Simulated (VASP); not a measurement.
An input for Ansatz (written as the equivalent of a VASP run, and not itself run):

Ansatz 0.2 input:
```yaml
crystal:
  lattice:
    - [0.0000000, 3.5924667, 3.5924667]
    - [3.5924667, 0.0000000, 3.5924667]
    - [3.5924667, 3.5924667, 0.0000000]
  atoms:
    - { symbol: Sr, position: [0.0000000, 0.0000000, 0.0000000] }
    - { symbol: Cl, position: [0.2500000, 0.2500000, 0.2500000] }
    - { symbol: Cl, position: [0.7500000, 0.7500000, 0.7500000] }
kpoints:
  mp_grid: { grid: [5, 5, 5] }
hamiltonian:
  xc: rpbe
  pseudopotentials: { kind: paw }
scf:
  occupations: { method: gaussian, width: 0.05 }
  max_iter: 100
relax:
  max_steps: 60
  f_tol: 0.02
  cell: {}
output: { forces: true, stress: true, eigenvalues: true }
```

Translate this input to VASP (INCAR, KPOINTS, POSCAR, choice of POTCAR).

This is not unique; one that fits is 
**INCAR**
```
SYSTEM  =  SrCl2
PREC  =  Accurate; ENCUT  =  520; LREAL  =  .False.
LASPH  =  .True.
EDIFF  =  1E-6; NELM  =  100; ALGO  =  Normal
LMAXMIX  =  4
ISMEAR  =  0; SIGMA  =  0.05
GGA  =  RP
IBRION  =  2; NSW  =  60; ISIF  =  3
EDIFFG  =  -0.02
LWAVE  =  .False.; LCHARG  =  .False.
```

**KPOINTS**
```
kpoints
0
gamma
 5 5 5
```

### POSCAR
```
SrCl2
1
    0.0000000000     3.5924667295     3.5924667295
    3.5924667295     0.0000000000     3.5924667295
    3.5924667295     3.5924667295    -0.0000000000
Sr Cl
1 2
Direct
  0.0000000000   0.0000000000   0.0000000000
  0.2500000000   0.2500000000   0.2500000000
  0.7500000000   0.7500000000   0.7500000000
```

POTCAR, in this order: Sr_sv Cl (PBE.64 set). Program: vasp_std.

Limits of the translation: each code has its own PAW files, so the cut-off isn't converted (ENCUT is set for VASP's; basis.ecutwfc is left out, and Ansatz then takes the one that its files recommend); Ansatz stops its SCF on the density residual and VASP on the energy change (EDIFF).

The compound is SrCl2 in the fluorite structure. It was relaxed first, which changed the volume by +9 %. The start is the result of an earlier pass.
